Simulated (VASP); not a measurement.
# HfB2 with and without spin-orbit coupling, part 2 of 2

Aim: run bands, DOS and a relaxation of HfB2 twice, without and with spin-orbit coupling. All runs use PBE. Left out of this account: 1 further run (self-consistent run: a reference on another mesh). The start is a cell from a database of measured crystal structures.

VASP 6.6.1, plane waves and PAW; the level of theory is named at each step.

So far. Step 3 (Band structure (PBE + SOC)): Of the bands kept, 4 cross the Fermi level on this path (spinor bands, one electron each). Step 4 (Density of states (PBE)): Of the states within 0.3 eV of the Fermi level, the largest shares in the PAW spheres are Hf d 50 % and B p 16 %. The rest lies in smaller channels or between the spheres.

**5. Density of states (PBE + SOC) (continued)**

The density of states has structure finer than the step of the table below, so its rows give means over 0.5 eV, whole bins alone (the curve runs from -12.0 to 1.63 eV). Peaks (eV: height): total -10.40: 0.956, -5.44: 1.35, -3.86: 3.21, -3.04: 2.12; Hf d -10.40: 0.101, -3.86: 0.669, -3.04: 0.526, 1.33: 0.526; B p -5.44: 0.501, -3.86: 1.15, -3.04: 0.620; Hf p -11.45: 0.0603, -5.44: 0.102, -3.86: 0.345, -3.04: 0.311; B s -10.40: 0.387, -9.20: 0.112, -8.15: 0.210.

States under -12.0 eV and over 1.6 eV are left out. Density of states against energy, zero at the Fermi level; means over each step; values in states/eV/cell:

| energy (eV) | total | Hf d | B p | Hf p | B s | Hf s |
| --- | --- | --- | --- | --- | --- | --- |
| -11.5 | 0.591 | 0.0190 | 0.0290 | 0.0531 | 0.262 | 0.0312 |
| -11.0 | 0.692 | 0.0426 | 0.0487 | 0.0523 | 0.295 | 0.0260 |
| -10.5 | 0.839 | 0.0820 | 0.0763 | 0.0419 | 0.340 | 0.0227 |
| -10.0 | 0.670 | 0.0650 | 0.0801 | 0.0323 | 0.250 | 0.0204 |
| -9.5 | 0.260 | 0.0220 | 0.0349 | 0.0164 | 0.0948 | 0.00718 |
| -9.0 | 0.191 | 0.0123 | 0.0320 | 0.0157 | 0.0630 | 0.00578 |
| -8.5 | 0.632 | 0.0585 | 0.127 | 0.0386 | 0.188 | 0.0148 |
| -8.0 | 0.737 | 0.0672 | 0.166 | 0.0465 | 0.193 | 0.0229 |
| -7.5 | 0.608 | 0.0593 | 0.152 | 0.0347 | 0.127 | 0.0297 |
| -7.0 | 0.649 | 0.0692 | 0.175 | 0.0348 | 0.102 | 0.0434 |
| -6.5 | 0.762 | 0.0837 | 0.222 | 0.0436 | 0.0811 | 0.0632 |
| -6.0 | 0.681 | 0.0799 | 0.242 | 0.0451 | 0.0518 | 0.0341 |
| -5.5 | 1.14 | 0.140 | 0.433 | 0.0855 | 0.0564 | 0.0507 |
| -5.0 | 1.06 | 0.158 | 0.409 | 0.0637 | 0.0518 | 0.0340 |
| -4.5 | 1.44 | 0.250 | 0.528 | 0.118 | 0.0432 | 0.0383 |
| -4.0 | 2.10 | 0.412 | 0.750 | 0.224 | 0.0229 | 0.0301 |
| -3.5 | 1.48 | 0.304 | 0.555 | 0.143 | 0.0123 | 0.00833 |
| -3.0 | 1.52 | 0.391 | 0.451 | 0.195 | 0.00706 | 0.00259 |
| -2.5 | 1.04 | 0.408 | 0.222 | 0.0570 | 0.00432 | 0.00381 |
| -2.0 | 0.892 | 0.400 | 0.155 | 0.0264 | 0.00273 | 0.00540 |
| -1.5 | 0.638 | 0.303 | 0.103 | 0.0136 | 0.00114 | 0.00328 |
| -1.0 | 0.301 | 0.151 | 0.0446 | 0.00529 | 5.0e-4 | 0.00105 |
| -0.5 | 0.142 | 0.0778 | 0.0169 | 0.00190 | 3.1e-4 | 1.6e-4 |
| 0.0 | 0.191 | 0.0969 | 0.0300 | 0.00253 | 4.9e-4 | 7.1e-4 |
| 0.5 | 0.431 | 0.202 | 0.0805 | 0.00752 | 0.00219 | 0.00188 |
| 1.0 | 0.848 | 0.388 | 0.159 | 0.0194 | 0.0118 | 0.00437 |

The DOS at the Fermi level goes from 0.191 to 0.242 states/eV/cell, a number that is sensitive to the mesh. The run took 3.5 times the core time, with 28 spinor bands against 21. Of the states within 0.3 eV of the Fermi level, the largest shares in the PAW spheres are Hf d 51 % and B p 16 %. The rest lies in smaller channels or between the spheres.

**6. Full relaxation (PBE)**

This step: PBE; plane waves and PAW (Hf_pv, B) (VASP 6.6.1).

Last, the cell itself: ISIF = 3 frees volume, shape and positions, first without the coupling.

The input, INCAR:

```
SYSTEM = HfB2
PREC = Accurate
ENCUT = 420
EDIFF = 1E-06
NELM = 100
ISMEAR = -1
SIGMA = 0.05
LREAL = .FALSE.
ALGO = Normal
GGA = PE
NBANDS = 14
LASPH = .TRUE.
LORBIT = 11
LWAVE = .FALSE.
LCHARG = .FALSE.
KPAR = 4
IBRION = 2
NSW = 60
ISIF = 3
EDIFFG = -0.01
```

The input, POSCAR:

```
HfB2
1.0
    3.1400000000      0.0000000000      0.0000000000
   -1.5700000000      2.7193197679      0.0000000000
    0.0000000000      0.0000000000      3.4800000000
Hf B
1 2
Direct
    0.0000000000      0.0000000000      0.0000000000
    0.3333333333      0.6666666667      0.5000000000
    0.6666666667      0.3333333333      0.5000000000
```

The input, KPOINTS:

```
Automatic mesh
0
Gamma
10 10 8
0 0 0
```

The projector-augmented-wave data sets are Hf_pv and B (PBE family, release 64).

Run with:

```bash
$ mpirun -np 4 vasp_std
```

Wall time 14 s (4 MPI ranks of Intel Xeon 6975P-C (Granite Rapids), shared host); peak memory 0.58 GiB; 51 s of CPU time.

The run keeps the 24 symmetry operations of its start, so it cannot find a distortion of lower symmetry.

Relaxation path:

| step | energy less that of the first step (eV) | largest force (eV/Å) | pressure (GPa) | volume (Å³) |
| --- | --- | --- | --- | --- |
| 1 | 0.0000 | 0.0000 | 1.02 | 29.71 |
| 2 | 0.0001 | 0.0000 | -1.24 | 29.99 |
| 3 | -0.0005 | 0.0000 | -0.08 | 29.84 |
| 4 | -0.0005 | 0.0000 | 0.02 | 29.84 |

| conventional cell, symmetrised | before | after | change |
| --- | --- | --- | --- |
| a (Å) | 3.140 | 3.142 | +0.1 % |
| b (Å) | 3.140 | 3.142 | +0.1 % |
| c (Å) | 3.480 | 3.491 | +0.3 % |
| volume (Å³/atom) | 9.90 | 9.95 | +0.4 % |

The relaxed structure:

```cif
data_structure
_symmetry_space_group_name_H-M 'P 1'
_symmetry_Int_Tables_number 1
_cell_length_a 3.1416
_cell_length_b 3.1416
_cell_length_c 3.4907
_cell_angle_alpha 90.000
_cell_angle_beta 90.000
_cell_angle_gamma 120.000
_cell_volume 29.84
loop_
_atom_site_label
_atom_site_type_symbol
_atom_site_fract_x
_atom_site_fract_y
_atom_site_fract_z
_atom_site_occupancy
Hf1 Hf 0.00000 0.00000 0.00000 1
B2 B 0.33333 0.66667 0.50000 1
B3 B 0.66667 0.33333 0.50000 1
```

Numbers from this step:

```yaml
bands: 14
free_energy_toten: -26.40 eV
energy_at_zero_smearing: -26.40 eV
fermi_energy: 7.534 eV
pressure: 0.01661 GPa
scf_cycles_over_all_ionic_steps: 34
```

It ends with forces that vanish by symmetry and a pressure of 0.02 GPa.

**7. Full relaxation (PBE + SOC)**

This step: PBE, spin-orbit coupling; plane waves and PAW (Hf_pv, B) (VASP 6.6.1).

The same relaxation with spinors and spin-orbit coupling.

INCAR, as its differences from that of step 6:

```diff
@@ -10,4 +10,9 @@
 GGA = PE
-NBANDS = 14
+LNONCOLLINEAR = .TRUE.
+MAGMOM = 0 0 0 0 0 0 0 0 0
+NBANDS = 28
+GGA_COMPAT = .FALSE.
 LASPH = .TRUE.
+LSORBIT = .TRUE.
+LMAXMIX = 4
 LORBIT = 11
```

POSCAR is that of step 6.

KPOINTS is that of step 6.

Run with:

```bash
$ mpirun -np 4 vasp_ncl
```

The job ended after 67 s (4 MPI ranks; peak memory 0.97 GiB; 4.2 min of CPU time).

Step by step:

| step | energy less that of the first step (eV) | largest force (eV/Å) | pressure (GPa) | volume (Å³) |
| --- | --- | --- | --- | --- |
| 1 | 0.0000 | 0.0000 | 1.00 | 29.71 |
| 2 | 0.0000 | 0.0000 | -1.19 | 29.98 |
| 3 | -0.0005 | 0.0000 | -0.06 | 29.84 |
| 4 | -0.0005 | 0.0000 | -0.07 | 29.85 |
| 5 | -0.0005 | 0.0000 | -0.08 | 29.85 |
| 6 | -0.0005 | 0.0000 | -0.04 | 29.84 |

| conventional cell, symmetrised | before | after | change |
| --- | --- | --- | --- |
| a (Å) | 3.140 | 3.142 | +0.1 % |
| b (Å) | 3.140 | 3.142 | +0.1 % |
| c (Å) | 3.480 | 3.491 | +0.3 % |
| volume (Å³/atom) | 9.90 | 9.95 | +0.4 % |

Final coordinates:

```
Hf B
1.0
     3.14182    0.00000    0.00000
    -1.57091    2.72090    0.00000
     0.00000    0.00000    3.49109
Hf B
1 2
Direct
  0.00000 0.00000 0.00000
  0.33333 0.66667 0.50000
  0.66667 0.33333 0.50000
```

Numbers from this step:

```yaml
bands: 28
free_energy_toten: -27.06 eV
energy_at_zero_smearing: -27.06 eV
fermi_energy: 7.528 eV
pressure: -0.03573 GPa
scf_cycles_over_all_ionic_steps: 35
```

On-site spin-orbit energy by atom:

| atom | on-site spin-orbit energy (eV) |
| --- | --- |
| Hf1 | -1.31 |
| B2 | 0.00 |
| B3 | 0.00 |

The cell ends at 9.948 Å³/atom, under 0.05 % from the run without the coupling. The run took 4.8 times the core time, with 28 spinor bands against 14.

The cell grew by 0.4 % in volume.

**8. Side by side**

| quantity | without | with spin-orbit coupling |
| --- | --- | --- |
| gap (eV) | none | none |
| core minutes, bands | 0.64 | 2.4 |
| DOS at the Fermi level (states/eV/cell) | 0.191 | 0.242 |
| core minutes, DOS | 0.4 | 1.4 |
| relaxed volume (Å³/atom) | 9.945 | 9.948 |
| core minutes, relaxation | 0.93 | 4.5 |

**9. Results**

```yaml
gap_ev_without_with: none → none
dos_at_the_fermi_level_states_ev_cell_without_with: 0.191 → 0.242
relaxed_volume_a3_atom_without_with: 9.945 → 9.948
```

**Reading.** HfB2 has no gap with or without spin-orbit coupling. The relaxed volume moves by under 0.05 %. The spinor runs cost 3.5 to 4.8 times as much, on a shared host.

[Lines on the potential files, build, host, timing and source positions are cut from VASP's logs without a mark.]

[Logs are printed without paths, hosts, clocks, repeated set-up lines and the standing remarks that a program may print on its own settings, such as how far it seeks lower states.]

[Hosts, paths, dates, database ids (printed as entryN), source tags and the programs' standing remarks are cut or masked in the printed files.]

[A measured line is paired with the nearest computed mode of its activity, which favours agreement.]
